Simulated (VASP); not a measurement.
Calculation: PBE GGA, VASP's PBE PAW potentials (set 64) (plane waves; VASP).

Input for VASP

### INCAR
```
ALGO = Normal
EDIFF = 1E-7
ENCUT = 520
GGA = PE
ICHARG = 11
ISMEAR = 0
LASPH = T
LCHARG = F
LMAXMIX = 6
LORBIT = 11
LREAL = F
LWAVE = F
NELM = 100
PREC = Accurate
SIGMA = 0.05
SYSTEM = HfO2
```

File POSCAR:
```
HfO2
1
   -0.0000000000     2.5362106454     2.5362106454
    2.5362106454    -0.0000000000     2.5362106454
    2.5362106454     2.5362106454     0.0000000000
Hf O
1 2
Direct
  0.0000000000   0.0000000000   0.0000000000
  0.2500000000   0.2500000000   0.2500000000
  0.7500000000   0.7500000000   0.7500000000
```

### KPOINTS
```
k-points along high-symmetry lines
15
Line-mode
Reciprocal
  0.000000   0.000000   0.000000 ! GAMMA
  0.500000   0.000000   0.500000 ! X

  0.500000   0.000000   0.500000 ! X
  0.625000   0.250000   0.625000 ! U

  0.375000   0.375000   0.750000 ! K
  0.000000   0.000000   0.000000 ! GAMMA

  0.000000   0.000000   0.000000 ! GAMMA
  0.500000   0.500000   0.500000 ! L

  0.500000   0.500000   0.500000 ! L
  0.500000   0.250000   0.750000 ! W

  0.500000   0.250000   0.750000 ! W
  0.500000   0.000000   0.500000 ! X
```

POTCAR, in this order: Hf_pv O (PBE.64 set). Program: vasp_std. Read from the step before: CHGCAR.

Output of the run:

OSZICAR:
```
       N       E                     dE             d eps       ncg     rms          rms(c)
DAV:   1     0.930073174249E+02    0.93007E+02   -0.12967E+04  2708   0.145E+03
DAV:   2    -0.259876249764E+02   -0.11899E+03   -0.11593E+03  3617   0.311E+02
DAV:   3    -0.297208063327E+02   -0.37332E+01   -0.37287E+01  3337   0.506E+01
DAV:   4    -0.297501979399E+02   -0.29392E-01   -0.29386E-01  3414   0.489E+00
DAV:   5    -0.297505256422E+02   -0.32770E-03   -0.32768E-03  3407   0.459E-01
DAV:   6    -0.297505331089E+02   -0.74667E-05   -0.74666E-05  3359   0.640E-02
DAV:   7    -0.297505333348E+02   -0.22590E-06   -0.22586E-06  3442   0.949E-03
DAV:   8    -0.297505333426E+02   -0.77755E-08   -0.77723E-08  3119   0.161E-03
   1 F= -.29750533E+02 E0= -.29750533E+02  d E =-.452879E-14
```

OUTCAR:
```
 val. band max:        4.2669548882   @ k =   0.5000   0.0000   0.5000

 cond. band min:       8.0647203391   @ k =   0.5000   0.0000   0.5000



 k-point     1 :       0.0000    0.0000    0.0000
  band No.  band energies     occupation
      1     -25.4268      2.00000
      2     -25.4268      2.00000
      3     -25.4268      2.00000
      4     -14.4565      2.00000
      5     -11.4304      2.00000
      6      -1.0666      2.00000
      7      -1.0666      2.00000
      8      -1.0666      2.00000
      9       3.6608      2.00000
     10       3.6608      2.00000
     11       3.6608      2.00000
     12       8.1443      0.00000
     13       8.1443      0.00000
     14      10.0925      0.00000
     15      14.6711      0.00000

 k-point     2 :       0.0357    0.0000    0.0357
  band No.  band energies     occupation
      1     -25.4331      2.00000
      2     -25.4283      2.00000
      3     -25.4283      2.00000
      4     -14.4328      2.00000
      5     -11.4505      2.00000
      6      -1.0527      2.00000
      7      -1.0527      2.00000
      8      -1.0125      2.00000
      9       3.5296      2.00000
     10       3.6640      2.00000
     11       3.6640      2.00000
     12       8.1607      0.00000
     13       8.1992      0.00000
     14      10.1699      0.00000
     15      14.6070      0.00000

 k-point     3 :       0.0714    0.0000    0.0714
  band No.  band energies     occupation
      1     -25.4516      2.00000
      2     -25.4328      2.00000
      3     -25.4328      2.00000
      4     -14.3624      2.00000
      5     -11.5090      2.00000
      6      -1.0111      2.00000
      7      -1.0111      2.00000
      8      -0.8526      2.00000
      9       3.1718      2.00000
     10       3.6723      2.00000
     11       3.6723      2.00000
     12       8.2097      0.00000
     13       8.3339      0.00000
     14      10.3917      0.00000
     15      14.4302      0.00000

...
```

The density is held fixed in this step, so its total energy and stress have no physical meaning. Unless said otherwise, spin-orbit coupling is left out, though it shifts the bands of the heavy elements here.

The compound is HfO2 in the fluorite structure, the high-temperature cubic form, which is unstable at 0 K; the monoclinic form is the stable one. It was relaxed first.
